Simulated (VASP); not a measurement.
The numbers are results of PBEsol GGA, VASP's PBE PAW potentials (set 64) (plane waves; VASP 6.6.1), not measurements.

VASP input:

### INCAR
```
# general
SYSTEM = C2Si6
PREC   = Accurate
ENCUT  = 520
LREAL  = F   # projection in real space or not
LASPH  = T

# electronic loop
EDIFF  = 1E-6
NELM   = 100   # most electronic steps
ALGO   = Normal   # blocked Davidson

# smearing
ISMEAR = 1
SIGMA  = 0.1   # width (eV)

# functional
GGA    = PS   # PBEsol

# ions
IBRION = 2   # conjugate gradients
NSW    = 60   # most ionic steps
ISIF   = 3
EDIFFG = -0.02   # ionic stop

# output
LWAVE  = F
LCHARG = F
```

POSCAR:
```
C2Si6
1
   -0.0457067922     5.0060323275     4.8739126729
    5.0060323275    -0.0457067922     4.8739126729
    2.4801627676     2.4801627676    -0.0000000000
Si C
6 2
Direct
  0.9903303909   0.9903303909   0.0193392181
  0.1346696091   0.1346696091   0.2306607819
  0.9528375265   0.5227952904   0.0243671831
  0.1721624735   0.6022047096   0.2256328169
  0.5227952904   0.9528375265   0.0243671831
  0.6022047096   0.1721624735   0.2256328169
  0.5108003976   0.5108003976   0.9783992047
  0.6141996024   0.6141996024   0.2716007953
```

**KPOINTS**
```
Automatic mesh
0
Gamma
5 5 10
0 0 0
```

POTCAR, in this order: Si C (PBE.64 set). Program: vasp_std.

The run wrote:

File OSZICAR:
```
       N       E                     dE             d eps       ncg     rms          rms(c)
DAV:   1     0.819905719728E+02    0.81991E+02   -0.13224E+04  2268   0.129E+03
DAV:   2    -0.416962411757E+02   -0.12369E+03   -0.11737E+03  2980   0.191E+02
DAV:   3    -0.494069344581E+02   -0.77107E+01   -0.74560E+01  2907   0.458E+01
DAV:   4    -0.496173287562E+02   -0.21039E+00   -0.20862E+00  2964   0.833E+00
DAV:   5    -0.496229350532E+02   -0.56063E-02   -0.56025E-02  2930   0.129E+00    0.109E+01
DAV:   6    -0.484355665936E+02    0.11874E+01   -0.16783E+00  2732   0.625E+00    0.632E+00
DAV:   7    -0.481308268583E+02    0.30474E+00   -0.74422E-01  2860   0.463E+00    0.159E+00
DAV:   8    -0.481172983114E+02    0.13529E-01   -0.96698E-02  2868   0.193E+00    0.710E-01
DAV:   9    -0.481174187225E+02   -0.12041E-03   -0.14514E-02  2782   0.680E-01    0.288E-01
DAV:  10    -0.481168738572E+02    0.54487E-03   -0.34840E-03  2771   0.315E-01    0.856E-02
DAV:  11    -0.481168376513E+02    0.36206E-04   -0.28617E-04  2847   0.122E-01    0.364E-02
DAV:  12    -0.481168487517E+02   -0.11100E-04   -0.10416E-04  2746   0.574E-02    0.211E-02
DAV:  13    -0.481168492047E+02   -0.45298E-06   -0.79640E-06  2888   0.177E-02
   1 F= -.48116849E+02 E0= -.48116500E+02  d E =-.481168E+02
       N       E                     dE             d eps       ncg     rms          rms(c)
DAV:   1    -0.481287459031E+02   -0.11897E-01   -0.28365E-01  2318   0.336E+00    0.323E-01
DAV:   2    -0.481265853260E+02    0.21606E-02   -0.11295E-02  2916   0.673E-01    0.159E-01
DAV:   3    -0.481257393823E+02    0.84594E-03   -0.18671E-03  2805   0.265E-01    0.730E-02
DAV:   4    -0.481255740596E+02    0.16532E-03   -0.67243E-04  2793   0.139E-01    0.245E-02
DAV:   5    -0.481255743913E+02   -0.33172E-06   -0.90312E-05  2930   0.549E-02    0.157E-02
DAV:   6    -0.481255721687E+02    0.22226E-05   -0.63186E-06  2786   0.159E-02    0.784E-03
DAV:   7    -0.481255714311E+02    0.73756E-06   -0.31703E-06  2266   0.107E-02
   2 F= -.48125571E+02 E0= -.48124635E+02  d E =-.872223E-02
       N       E                     dE             d eps       ncg     rms          rms(c)
DAV:   1    -0.481279858514E+02   -0.24137E-02   -0.10110E-01  2288   0.201E+00    0.198E-01
DAV:   2    -0.481271686351E+02    0.81722E-03   -0.39768E-03  2929   0.400E-01    0.984E-02
DAV:   3    -0.481268356774E+02    0.33296E-03   -0.70061E-04  2792   0.159E-01    0.429E-02
DAV:   4    -0.481267804023E+02    0.55275E-04   -0.23840E-04  2801   0.838E-02    0.151E-02
DAV:   5    -0.481267806714E+02   -0.26904E-06   -0.34062E-05  2901   0.335E-02    0.959E-03
DAV:   6    -0.481267797697E+02    0.90166E-06   -0.20422E-06  1976   0.968E-03
   3 F= -.48126780E+02 E0= -.48125709E+02  d E =-.993057E-02
       N       E                     dE             d eps       ncg     rms          rms(c)
DAV:   1    -0.481328834977E+02   -0.61028E-02   -0.15205E-01  2403   0.230E+00    0.255E-01
DAV:   2    -0.481319820554E+02    0.90144E-03   -0.74560E-03  2967   0.571E-01    0.117E-01
DAV:   3    -0.481317233489E+02    0.25871E-03   -0.13566E-03  2760   0.234E-01    0.684E-02
DAV:   4    -0.481316078346E+02    0.11551E-03   -0.32677E-04  2727   0.933E-02    0.213E-02
DAV:   5    -0.481316004608E+02    0.73738E-05   -0.35525E-05  3200   0.374E-02    0.149E-02
DAV:   6    -0.481315993522E+02    0.11085E-05   -0.60286E-06  2691   0.151E-02    0.659E-03
DAV:   7    -0.481315987342E+02    0.61809E-06   -0.86056E-07  1454   0.633E-03
   4 F= -.48131599E+02 E0= -.48130591E+02  d E =-.481896E-02
       N       E                     dE             d eps       ncg     rms          rms(c)
DAV:   1    -0.481318407687E+02   -0.24142E-03   -0.78509E-03  2393   0.523E-01    0.571E-02
DAV:   2    -0.481317976864E+02    0.43082E-04   -0.37963E-04  2983   0.128E-01    0.266E-02
DAV:   3    -0.481317844785E+02    0.13208E-04   -0.66616E-05  2768   0.519E-02    0.154E-02
DAV:   4    -0.481317784490E+02    0.60295E-05   -0.16850E-05  2686   0.212E-02    0.491E-03
DAV:   5    -0.481317778328E+02    0.61621E-06   -0.14965E-06  1742   0.850E-03
   5 F= -.48131778E+02 E0= -.48130785E+02  d E =-.499806E-02
       N       E                     dE             d eps       ncg     rms          rms(c)
DAV:   1    -0.481333188527E+02   -0.15404E-02   -0.10384E-01  2268   0.216E+00    0.120E-01
DAV:   2    -0.481333371832E+02   -0.18331E-04   -0.40861E-03  2864   0.390E-01    0.661E-02
DAV:   3    -0.481332421300E+02    0.95053E-04   -0.27356E-04  2819   0.104E-01    0.341E-02
DAV:   4    -0.481332176596E+02    0.24470E-04   -0.11059E-04  2760   0.614E-02    0.981E-03
DAV:   5    -0.481332183157E+02   -0.65609E-06   -0.18763E-05  2691   0.253E-02    0.704E-03
DAV:   6    -0.481332182389E+02    0.76819E-07   -0.80920E-07  1640   0.643E-03
   6 F= -.48133218E+02 E0= -.48132152E+02  d E =-.144041E-02
       N       E                     dE             d eps       ncg     rms          rms(c)
DAV:   1    -0.481334452072E+02   -0.22689E-03   -0.30948E-02  2278   0.118E+00    0.653E-02
DAV:   2    -0.481334539684E+02   -0.87611E-05   -0.12135E-03  2864   0.212E-01    0.356E-02
DAV:   3    -0.481334258093E+02    0.28159E-04   -0.79501E-05  2819   0.558E-02    0.183E-02
DAV:   4    -0.481334192283E+02    0.65810E-05   -0.31805E-05  2745   0.329E-02    0.537E-03
DAV:   5    -0.481334194762E+02   -0.24788E-06   -0.54357E-06  2529   0.138E-02
   7 F= -.48133419E+02 E0= -.48132340E+02  d E =-.164164E-02
       N       E                     dE             d eps       ncg     rms          rms(c)
DAV:   1    -0.481339633709E+02   -0.54414E-03   -0.21873E-02  2363   0.919E-01    0.872E-02
DAV:   2    -0.481339000134E+02    0.63357E-04   -0.97814E-04  3033   0.204E-01    0.409E-02
DAV:   3    -0.481338727903E+02    0.27223E-04   -0.15329E-04  2752   0.798E-02    0.271E-02
DAV:   4    -0.481338581349E+02    0.14655E-04   -0.43137E-05  2726   0.339E-02    0.661E-03
DAV:   5    -0.481338570137E+02    0.11212E-05   -0.49843E-06  2715   0.137E-02    0.508E-03
DAV:   6    -0.481338566980E+02    0.31570E-06   -0.57214E-07  1359   0.507E-03
   8 F= -.48133857E+02 E0= -.48132834E+02  d E =-.437222E-03
```

**OUTCAR**
```
------------------------ aborting loop because EDIFF is reached ----------------------------------------
  FORCE on cell =-STRESS in cart. coord.  units (eV):
  Direction    XX          YY          ZZ          XY          YZ          ZX
  --------------------------------------------------------------------------------------
  Total       -0.0029144     -0.0029144     -0.0997078      0.0533491     -0.0000000     -0.0000000
  in kB       -0.0378668     -0.0378668     -1.2954827      0.6931538     -0.0000000     -0.0000000
  external PRESSURE =      -0.4570721 kB  Pullay stress =       0.0000000 kB
  volume of cell :      123.31
      direct lattice vectors                 reciprocal lattice vectors
     0.014673202  5.044949955  4.845047911    -0.099398110  0.099398110  0.103198154
     5.044949955  0.014673202  4.845047911     0.099398110 -0.099398110  0.103198154
     2.529811578  2.529811578 -0.000000000     0.197643178  0.197643178 -0.206396308
 POSITION                                       TOTAL-FORCE (eV/Angst)
 -----------------------------------------------------------------------------------
      5.05962      5.05962      9.62132         0.000000      0.000000      0.004737
      1.26491      1.26491      1.28003        -0.000000     -0.000000     -0.004737
      2.70706      4.88237      7.15623        -0.010634      0.010634      0.008773
      3.61747      1.44216      3.74513         0.010634     -0.010634     -0.008773
      4.88237      2.70706      7.15623         0.010634     -0.010634      0.008773
      1.44216      3.61747      3.74513        -0.010634      0.010634     -0.008773
      5.05962      5.05962      4.95059         0.000000      0.000000      0.016983
      3.79472      3.79472      5.95077        -0.000000     -0.000000     -0.016983
 -----------------------------------------------------------------------------------
    total drift:                               -0.000001     -0.000001      0.000002
  FREE ENERGIE OF THE ION-ELECTRON SYSTEM (eV)
  ---------------------------------------------------
  free  energy   TOTEN  =       -48.1338566980 eV

  energy  without entropy=      -48.1307893151  energy(sigma->0) =      -48.13283424

 reached required accuracy - stopping structural energy minimisation
```
(Selected blocks of OUTCAR.)

**CONTCAR**
```
C2Si6
   1.00000000000000
     0.0146732020241677    5.0449499547703729    4.8450479110015152
     5.0449499547703720    0.0146732020241677    4.8450479110015152
     2.5298115783465689    2.5298115783465689   -0.0000000000003071
  Si              C
     6     2
Direct
     0.9929027852572954    0.9929027852572954    0.0141944293854074
     0.1320972147427048    0.1320972147427048    0.2358055706145926
     0.9547313035632119    0.5222883929648854    0.0229803034718957
     0.1702686964367883    0.6027116070351146    0.2270196965281043
     0.5222883929648854    0.9547313035632119    0.0229803034718957
     0.6027116070351146    0.1702686964367883    0.2270196965281043
     0.5108912367456421    0.5108912367456421    0.9782175264087137
     0.6141087632543579    0.6141087632543579    0.2717824735912863
```

The structure was generated: C2Si6 was put into an ordered model structure (Cmcm), which need not be its known phase. This run relaxes it. Symmetry was kept, so distortions that lower it aren't found. The start is the result of an earlier pass.
